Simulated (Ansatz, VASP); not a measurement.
# Al30Ga24N24O41 (amorphous Al2O3 against GaN(10-10), -4 O): VASP beside Ansatz, part 2 of 2

One calculation is typed for both programs; each brings its own data sets. How far apart do they land? Of the first pair: The structure shown is the start of the Ansatz relaxation below; VASP solves that cell, so the two are compared at the walk's first step.

VASP 6.6.1 and Ansatz 0.2.0.

So far: The structure; Ansatz: relaxation, PBE.

## 3. VASP: single point, PBE, start cell, pair 1

Level of this step: PBE; plane waves and PAW (Ga_d, N, Al, O) (VASP).

The same cell, functional, mesh and smearing now go to VASP, with its own data sets.

Lines of VASP's logs that name or quote its potential files are left out, and so is its time.

File INCAR:

```
SYSTEM = Al30Ga24N24O41
PREC = Accurate
ENCUT = 520
EDIFF = 1E-06
NELM = 120
ISMEAR = -1
SIGMA = 0.025
LREAL = Auto
ALGO = Normal
GGA = PE
NBANDS = 480
LORBIT = 11
LWAVE = .FALSE.
LCHARG = .FALSE.
ISIF = 2
LASPH = .TRUE.
GGA_COMPAT = .FALSE.
EFERMI = MIDGAP
NCORE = 4
```

File POSCAR:

```
Al30Ga24N24O41
1.0
   10.4600000000      0.0000000000      0.0000000000
    0.0000000000      9.6300000000      0.0000000000
    0.0000000000      0.0000000000     13.5974700000
Ga N Al O
24 24 30 41
Direct
    0.9878871893      0.9733956386      0.3040197919
    0.2404684512      0.9662305296      0.0403383865
    0.9828585086      0.1356697819      0.1025999690
    0.2345028681      0.1410799585      0.2394121848
    0.9808413002      0.3091796469      0.3099988454
    0.2327533461      0.3010072690      0.0475603182
    0.9874282983      0.4687954309      0.1033427542
    0.2333269598      0.4759916926      0.2374265213
    0.9888336520      0.6442159917      0.3063511080
    0.2428489484      0.6317445483      0.0331164548
    0.9883078394      0.8014226376      0.0969518594
    0.2328202677      0.8091484943      0.2357497387
    0.4817399618      0.9674143302      0.2972023472
    0.7278011472      0.9624818276      0.0420519405
    0.4858508604      0.1300103842      0.1030779991
    0.7353824092      0.1372481828      0.2434791178
    0.4822466539      0.3001661475      0.3030710860
    0.7376959847      0.2924610592      0.0424564276
    0.4892160612      0.4622326064      0.1059535340
    0.7373996176      0.4716407061      0.2423612628
    0.4752294455      0.6437071651      0.3012986975
    0.7437189293      0.6265732087      0.0337121538
    0.4862237094      0.7933229491      0.0975328499
    0.7372275335      0.8014537902      0.2389488633
    0.0502007648      0.9709761163      0.0309689964
    0.2954015296      0.9757217030      0.3082191025
    0.0467686424      0.1422326064      0.2413022423
    0.2994359465      0.1324195223      0.1043282316
    0.0486711281      0.3025233645      0.0309469335
    0.2989579350      0.3100830737      0.2999822761
[... 83 atom lines left out ...]
    0.8379445507      0.6031775701      0.8997629706
    0.1000573614      0.5036033229      0.6053184894
    0.4869216061      0.6885254413      0.4411114715
    0.9269694073      0.2740602285      0.6088632665
    0.5254206501      0.1342056075      0.8339566110
    0.9079827916      0.9621079958      0.6108783472
```

File KPOINTS:

```
Automatic mesh
0
Gamma
1 1 1
0 0 0
```

PAW data sets: Ga_d, N, Al and O (PBE family, release 64).

Command:

```
$ mpirun -np 16 vasp_gam
```

Numbers of over 12 decimals in the logs are rounded to 6 here.

What it wrote:

```text
[banner, memory and clock lines left out]
running   16 mpi-ranks, on    1 nodes
[...]
LDA part: xc-table for (Slater+PW92), standard interpolation
 POSCAR, INCAR and KPOINTS ok, starting setup
[...]
entering main loop
       N       E                     dE             d eps       ncg     rms          rms(c)
DAV:   1     0.184873855110E+05    0.18487E+05   -0.28072E+05   976   0.265E+03
DAV:   2     0.441902576714E+04   -0.14068E+05   -0.13143E+05   960   0.804E+02
DAV:   3    -0.230876558997E+03   -0.46499E+04   -0.42951E+04  1336   0.331E+02
DAV:   4    -0.877382615311E+03   -0.64651E+03   -0.63481E+03  1344   0.131E+02
[...]
DAV:  19    -0.788268672072E+03    0.57371E-06   -0.18577E-05  1496   0.372E-02    0.354E-03
DAV:  20    -0.788268674219E+03   -0.21475E-05   -0.22412E-05  1048   0.148E-02    0.350E-03
DAV:  21    -0.788268674366E+03   -0.14715E-06   -0.21590E-06   744   0.913E-03
   1 F= -.78826867E+03 E0= -.78826840E+03  d E =-.542178E-03
```

From OUTCAR (step 3):

```text
  FREE ENERGIE OF THE ION-ELECTRON SYSTEM (eV)
  ---------------------------------------------------
  free  energy   TOTEN  =      -788.2686743662 eV

  energy  without entropy=     -788.2681321878  energy(sigma->0) =     -788.26840328
```

The run ends at a pressure of 3.55 GPa, with forces up to 1.7 eV/Å.

## 4. Differences

Known differences besides the potentials themselves: the cutoff is 420 eV in Ansatz and 520 eV in VASP (PREC = Accurate, projectors in real space). Total energies have different zeros and are not compared.

Forces on 10 of the 119 atoms, those with the largest forces and the largest differences (eV/Å; atoms numbered as in POSCAR):

```tsv
atom	Ansatz x, y, z	VASP x, y, z
Ga2	-0.256, -0.027, -0.166	-0.242, -0.024, -0.127
Ga14	0.092, -0.086, -0.084	0.110, -0.090, -0.046
N29	0.121, 0.138, 1.592	0.124, 0.140, 1.572
Al54	-0.401, -1.380, -0.368	-0.395, -1.388, -0.350
Al57	0.137, 1.108, -0.207	0.134, 1.122, -0.190
Al71	0.654, -0.875, 0.663	0.630, -0.895, 0.657
Al77	-0.805, 1.451, 0.042	-0.805, 1.466, 0.057
O96	0.172, -0.050, 0.004	0.183, -0.053, -0.036
O97	0.771, 0.179, -0.760	0.775, 0.182, -0.759
O114	-0.777, 0.620, 0.555	-0.764, 0.623, 0.536
```

The forces differ by 12 meV/Å r.m.s., which is 4.4 % of the r.m.s. force of 0.269 eV/Å (both taken over all components).

## 5. Ansatz: relaxation, PBE

This run makes the geometry at which the two programs are then compared. The cell compared in this pair holds 1385.49 Å³, against 1369.67 Å³ for the pair before.

The structure compared here is the end of the Ansatz relaxation.

File input.yaml:

```yaml
crystal:
  lattice:
    - [10.46, 0.0, 0.0]
    - [0.0, 9.63, 0.0]
    - [0.0, 0.0, 13.59747]
  atoms:
    - { symbol: Ga, position: [0.98789, 0.9734, 0.30402] }
    - { symbol: "N", position: [0.0502, 0.97098, 0.03097] }
    - { symbol: Ga, position: [0.24047, 0.96623, 0.04034] }
    - { symbol: "N", position: [0.2954, 0.97572, 0.30822] }
    - { symbol: Ga, position: [0.98286, 0.13567, 0.1026] }
    - { symbol: "N", position: [0.04677, 0.14223, 0.2413] }
    - { symbol: Ga, position: [0.2345, 0.14108, 0.23941] }
    - { symbol: "N", position: [0.29944, 0.13242, 0.10433] }
    - { symbol: Ga, position: [0.98084, 0.30918, 0.31] }
    - { symbol: "N", position: [0.04867, 0.30252, 0.03095] }
    - { symbol: Ga, position: [0.23275, 0.30101, 0.04756] }
    - { symbol: "N", position: [0.29896, 0.31008, 0.29998] }
    - { symbol: Ga, position: [0.98743, 0.4688, 0.10334] }
    - { symbol: "N", position: [0.0464, 0.47414, 0.24084] }
    - { symbol: Ga, position: [0.23333, 0.47599, 0.23743] }
    - { symbol: "N", position: [0.3011, 0.47022, 0.10479] }
    - { symbol: Ga, position: [0.98883, 0.64422, 0.30635] }
    - { symbol: "N", position: [0.05576, 0.63348, 0.02833] }
    - { symbol: Ga, position: [0.24285, 0.63174, 0.03312] }
    - { symbol: "N", position: [0.28922, 0.64464, 0.30293] }
    - { symbol: Ga, position: [0.98831, 0.80142, 0.09695] }
    - { symbol: "N", position: [0.0461, 0.80842, 0.23461] }
    - { symbol: Ga, position: [0.23282, 0.80915, 0.23575] }
    - { symbol: "N", position: [0.30064, 0.79781, 0.10089] }
    - { symbol: Ga, position: [0.48174, 0.96741, 0.2972] }
    - { symbol: "N", position: [0.53802, 0.96126, 0.02858] }
    - { symbol: Ga, position: [0.7278, 0.96248, 0.04205] }
    - { symbol: "N", position: [0.80164, 0.96869, 0.30857] }
    - { symbol: Ga, position: [0.48585, 0.13001, 0.10308] }
    - { symbol: "N", position: [0.54815, 0.13405, 0.23834] }
    - { symbol: Ga, position: [0.73538, 0.13725, 0.24348] }
    - { symbol: "N", position: [0.79465, 0.12617, 0.10958] }
    - { symbol: Ga, position: [0.48225, 0.30017, 0.30307] }
    - { symbol: "N", position: [0.55041, 0.29349, 0.03246] }
    - { symbol: Ga, position: [0.7377, 0.29246, 0.04246] }
    - { symbol: "N", position: [0.79153, 0.30433, 0.31261] }
    - { symbol: Ga, position: [0.48922, 0.46223, 0.10595] }
    - { symbol: "N", position: [0.54831, 0.4719, 0.24518] }
    - { symbol: Ga, position: [0.7374, 0.47164, 0.24236] }
    - { symbol: "N", position: [0.79976, 0.46365, 0.10409] }
    - { symbol: Ga, position: [0.47523, 0.64371, 0.3013] }
    - { symbol: "N", position: [0.55749, 0.62326, 0.02886] }
    - { symbol: Ga, position: [0.74372, 0.62657, 0.03371] }
    - { symbol: "N", position: [0.79943, 0.64004, 0.31067] }
    - { symbol: Ga, position: [0.48622, 0.79332, 0.09753] }
    - { symbol: "N", position: [0.5487, 0.80223, 0.2335] }
    - { symbol: Ga, position: [0.73723, 0.80145, 0.23895] }
    - { symbol: "N", position: [0.79968, 0.79541, 0.09958] }
    - { symbol: Al, position: [0.81839, 0.1251, 0.61815] }
    - { symbol: Al, position: [0.46758, 0.85334, 0.51386] }
    - { symbol: Al, position: [0.99845, 0.29773, 0.89677] }
    - { symbol: Al, position: [0.23242, 0.99421, 0.43821] }
    - { symbol: Al, position: [0.99902, 0.8327, 0.52146] }
    - { symbol: Al, position: [0.01027, 0.63468, 0.89642] }
    - { symbol: Al, position: [0.57738, 0.39978, 0.70895] }
    - { symbol: Al, position: [0.96184, 0.87432, 0.72534] }
    - { symbol: Al, position: [0.07012, 0.95454, 0.89517] }
    - { symbol: Al, position: [0.73197, 0.98242, 0.43112] }
    - { symbol: Al, position: [0.45458, 0.17351, 0.53144] }
    - { symbol: Al, position: [0.504, 0.57847, 0.90373] }
    - { symbol: Al, position: [0.47465, 0.27381, 0.90791] }
    - { symbol: Al, position: [0.76947, 0.60969, 0.44397] }
    - { symbol: Al, position: [0.47278, 0.70555, 0.70694] }
    - { symbol: Al, position: [0.25731, 0.44058, 0.83684] }
    - { symbol: Al, position: [0.14777, 0.62878, 0.68791] }
    - { symbol: Al, position: [0.53105, 0.06784, 0.7] }
    - { symbol: Al, position: [0.48431, 0.53136, 0.51264] }
    - { symbol: Al, position: [0.54454, 0.9677, 0.8913] }
    - { symbol: Al, position: [0.75113, 0.62175, 0.78817] }
    - { symbol: Al, position: [0.24858, 0.32906, 0.42983] }
    - { symbol: Al, position: [0.13925, 0.2196, 0.74574] }
    - { symbol: Al, position: [0.72318, 0.32281, 0.44219] }
    - { symbol: Al, position: [0.28576, 0.90888, 0.77086] }
    - { symbol: Al, position: [0.80314, 0.10357, 0.84341] }
    - { symbol: Al, position: [0.73173, 0.83899, 0.62119] }
    - { symbol: Al, position: [0.24265, 0.66395, 0.43563] }
    - { symbol: Al, position: [0.89367, 0.33979, 0.73256] }
    - { symbol: Al, position: [0.00069, 0.40339, 0.53459] }
    - { symbol: O, position: [0.06723, 0.69016, 0.43717] }
    - { symbol: O, position: [0.5694, 0.77318, 0.6089] }
    - { symbol: O, position: [0.08117, 0.32719, 0.4319] }
    - { symbol: O, position: [0.32064, 0.48905, 0.47559] }
    - { symbol: O, position: [0.77218, 0.20062, 0.73724] }
    - { symbol: O, position: [0.06177, 0.9688, 0.44021] }
    - { symbol: O, position: [0.5393, 0.26495, 0.43677] }
    - { symbol: O, position: [0.26905, 0.33631, 0.73354] }
    - { symbol: O, position: [0.68026, 0.00565, 0.65208] }
    - { symbol: O, position: [0.86642, 0.46378, 0.46991] }
    - { symbol: O, position: [0.58514, 0.67277, 0.80896] }
    - { symbol: O, position: [0.7162, 0.96343, 0.89411] }
    - { symbol: O, position: [0.30843, 0.30373, 0.92311] }
    - { symbol: O, position: [0.06008, 0.77433, 0.63952] }
    - { symbol: O, position: [0.76198, 0.14589, 0.49073] }
    - { symbol: O, position: [0.81468, 0.75987, 0.71893] }
    - { symbol: O, position: [0.74373, 0.46408, 0.72135] }
    - { symbol: O, position: [0.24478, 0.92689, 0.90048] }
    - { symbol: O, position: [0.11864, 0.55292, 0.81139] }
    - { symbol: O, position: [0.44128, 0.01023, 0.59165] }
    - { symbol: O, position: [0.80012, 0.79115, 0.49708] }
    - { symbol: O, position: [0.29367, 0.83239, 0.49046] }
    - { symbol: O, position: [0.64183, 0.49012, 0.47381] }
    - { symbol: O, position: [0.5284, 0.24565, 0.64311] }
    - { symbol: O, position: [0.48504, 0.53121, 0.64587] }
    - { symbol: O, position: [0.5231, 0.41698, 0.83586] }
    - { symbol: O, position: [0.03242, 0.79422, 0.83669] }
    - { symbol: O, position: [0.29931, 0.73042, 0.71298] }
    - { symbol: O, position: [0.33585, 0.58403, 0.90511] }
    - { symbol: O, position: [0.94928, 0.02211, 0.8133] }
    - { symbol: O, position: [0.18624, 0.03997, 0.73015] }
    - { symbol: O, position: [0.46382, 0.9055, 0.77595] }
    - { symbol: O, position: [0.83289, 0.23709, 0.92948] }
    - { symbol: O, position: [0.29479, 0.1641, 0.48076] }
    - { symbol: O, position: [0.5637, 0.95342, 0.42699] }
    - { symbol: O, position: [0.83794, 0.60318, 0.89976] }
    - { symbol: O, position: [0.10006, 0.5036, 0.60532] }
    - { symbol: O, position: [0.48692, 0.68853, 0.44111] }
    - { symbol: O, position: [0.92697, 0.27406, 0.60886] }
    - { symbol: O, position: [0.52542, 0.13421, 0.83396] }
    - { symbol: O, position: [0.90798, 0.96211, 0.61088] }
kpoints:
  mp_grid: { grid: [1, 1, 1] }
hamiltonian:
  xc: pbe
scf:
  occupations: { method: fermi_dirac, width: 0.025 }
output:
  forces: true
relax:
  f_tol: 0.08
  max_steps: 90
  cell: { fix: [a, b, alpha, beta, gamma] }
```

Command:

```
$ ansatz run input.yaml --threads 4 --pin off --max-ram 8192MiB --backend cpu --events-out ev --progress --plain --runs-dir out
```

What it wrote:

```text
[...]
Crystal: 119 atoms, lattice volume = 1369.670 Å³
Basis set: ecut = 420 eV, 26831 PW (Γ), exchange–correlation on 144×144×192 points (8 copies of the dense FFT grid, shifted against one another)
Bands: 503, of which v1, the nominal top of the filled ones, is band 384 counted from 1 (383 counted from 0)
Symmetry: 1 space group operations
[...]
k-points: 1
[...]
- { symbol: O, position: [0.577484, 0.784809, 0.610391] }
    - { symbol: O, position: [0.074839, 0.356466, 0.432534] }
    - { symbol: O, position: [0.346858, 0.464672, 0.466800] }
    - { symbol: O, position: [0.798824, 0.217430, 0.736986] }
    - { symbol: O, position: [0.054944, 0.943125, 0.444513] }
    - { symbol: O, position: [0.531437, 0.251755, 0.433068] }
    - { symbol: O, position: [0.274476, 0.346011, 0.738985] }
[...]
- { symbol: O, position: [0.538769, 0.671381, 0.441078] }
    - { symbol: O, position: [0.915177, 0.322571, 0.598056] }
    - { symbol: O, position: [0.529373, 0.144123, 0.831705] }
    - { symbol: O, position: [0.896033, 0.971823, 0.625445] }
```

## 6. VASP: single point, PBE, relaxed cell, pair 2

The same cell, functional, mesh and smearing now go to VASP, with its own data sets.

INCAR: that of step 3 with these lines changed.

```diff
@@ -2,3 +2,3 @@
 PREC = Accurate
-ENCUT = 520
+ENCUT = 600
 EDIFF = 1E-06
```

File POSCAR:

```
Al30Ga24N24O41
1.0
   10.4600000000      0.0000000000      0.0000000000
    0.0000000000      9.6300000000      0.0000000000
    0.0000000000      0.0000000000     13.7545090000
Ga N Al O
24 24 30 41
Direct
    0.9868400000      0.9623700000      0.3085800000
    0.2358000000      0.9554600000      0.0417700000
    0.9851200000      0.1273200000      0.1054800000
    0.2313600000      0.1277900000      0.2397300000
    0.9829500000      0.3059300000      0.3088100000
    0.2333500000      0.2933000000      0.0479400000
    0.9891400000      0.4652800000      0.0990300000
    0.2336500000      0.4699600000      0.2388300000
    0.9858100000      0.6380900000      0.3010100000
    0.2347800000      0.6216100000      0.0345000000
    0.9861600000      0.7923800000      0.0965300000
    0.2327800000      0.7946300000      0.2400600000
    0.4788400000      0.9600000000      0.2945200000
    0.7304300000      0.9591000000      0.0413400000
    0.4861600000      0.1219900000      0.0982600000
    0.7365300000      0.1318000000      0.2406000000
    0.4766300000      0.2905900000      0.2972200000
    0.7422600000      0.2903300000      0.0388000000
    0.4894000000      0.4559800000      0.1047300000
    0.7378500000      0.4663400000      0.2427000000
    0.4801900000      0.6344300000      0.3023600000
    0.7405300000      0.6230200000      0.0332800000
    0.4850400000      0.7865300000      0.0939200000
    0.7357800000      0.7946100000      0.2387300000
    0.0462200000      0.9632500000      0.0351600000
    0.2920600000      0.9640400000      0.3113700000
    0.0437900000      0.1332900000      0.2471400000
    0.2987200000      0.1212800000      0.1049100000
    0.0507100000      0.2913600000      0.0435500000
    0.2927400000      0.2978500000      0.3001600000
[... 83 atom lines left out ...]
    0.8118300000      0.6151300000      0.9064300000
    0.1554400000      0.5461700000      0.5676700000
    0.5387700000      0.6713800000      0.4410800000
    0.9151800000      0.3225700000      0.5980600000
    0.5293700000      0.1441200000      0.8317100000
    0.8960300000      0.9718200000      0.6254500000
```

KPOINTS is that of step 3.

Command:

```
$ mpirun -np 16 vasp_gam
```

What it wrote:

```text
[... set-up lines as in an earlier step ...]
 entering main loop
       N       E                     dE             d eps       ncg     rms          rms(c)
DAV:   1     0.197810248341E+05    0.19781E+05   -0.30622E+05   984   0.288E+03
DAV:   2     0.467663363886E+04   -0.15104E+05   -0.14180E+05   960   0.876E+02
DAV:   3    -0.190657331597E+03   -0.48673E+04   -0.44969E+04  1336   0.353E+02
DAV:   4    -0.872639908669E+03   -0.68198E+03   -0.66942E+03  1304   0.138E+02
[...]
DAV:  19    -0.791400681065E+03   -0.12729E-05   -0.18795E-05  1208   0.252E-02    0.366E-03
DAV:  20    -0.791400682266E+03   -0.12013E-05   -0.13539E-05   840   0.155E-02    0.290E-03
DAV:  21    -0.791400682294E+03   -0.27256E-07   -0.17593E-06   728   0.111E-02
   1 F= -.79140068E+03 E0= -.79140068E+03  d E =-.148144E-11
```

OUTCAR, selected parts (step 6):

```text
  FREE ENERGIE OF THE ION-ELECTRON SYSTEM (eV)
  ---------------------------------------------------
  free  energy   TOTEN  =      -791.4006822936 eV

  energy  without entropy=     -791.4006822936  energy(sigma->0) =     -791.40068229
```

The run ends at a pressure of 0.96 GPa, with forces up to 0.043 eV/Å.

## 7. Differences

What differs besides the data sets and the points named for the pairs above, as far as they apply: the cutoff is 420 eV in Ansatz and 600 eV in VASP (PREC = Accurate, projectors in real space). Total energies have different zeros and are not compared.

Both answers:

```tsv
quantity	Ansatz	VASP	difference
pressure (GPa)	1.13	0.96	+0.17
gap on the k mesh (eV)	1.415	1.417	-0.003
```

At this near-relaxed geometry the largest component of a force difference is 38 meV/Å. A gap on the mesh is an upper bound, since the band edges may lie between its points.

## 8. Summary of results

```
r.m.s. force difference (single point, PBE, start cell, pair 1)   : 4.4 % of the r.m.s. force
r.m.s. force difference (single point, PBE, relaxed cell, pair 2) : 12 meV/Å
```

What this shows: The r.m.s. force difference is 4.4 % of the r.m.s. force (single point, PBE, start cell, pair 1), beyond the 3 % picked in this series as the mark of a large difference. What causes the difference of the single point, PBE, relaxed cell, pair 2 pair stays open here. How closely two codes agree says nothing of how well the functional describes the real material.

[Lines on the potential files, build, host, timing and source positions are cut from VASP's logs without a mark.]

[Logs are printed without paths, hosts, clocks, repeated set-up lines and the standing remarks that a program may print on its own settings, such as how far it seeks lower states.]

[Hosts, paths, dates, database ids (printed as entryN), source tags and the programs' standing remarks are cut or masked in the printed files.]
